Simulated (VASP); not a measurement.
Consider the following.

```yaml
crystal:
  lattice:
    - [1.53043, -2.65078, 0.00000]
    - [1.53043, 2.65078, 0.00000]
    - [0.00000, 0.00000, 3.44383]
  atoms:
    - { symbol: Mg, position: [0.00000, 0.00000, 0.00000] }
    - { symbol: B, position: [0.33333, 0.66667, 0.50000] }
    - { symbol: B, position: [0.66667, 0.33333, 0.50000] }
```

Calculation: PBE GGA with D4 dispersion, VASP's PBE PAW potentials (set 64) (plane waves; VASP 6.6.1). Run with 520 eV cut-off, 10×10×8 Γ-centred mesh, first-order Methfessel-Paxton smearing of 0.10 eV, potentials Mg B.

**Question.** What does the run give for the energy per atom (σ→0), band gap (on the k-mesh) with the smallest direct gap where there is one?

**Answer.** 
```
Property                                                     Value
------------------------  ----------------------------------------
band gap (on the k-mesh)  none (metal, semimetal or under 0.01 eV)
energy per atom (σ→0)                               -5.329 eV/atom
```

The compound is MgB2 in the AlB2 type structure. It was relaxed first. The start is the result of an earlier pass.
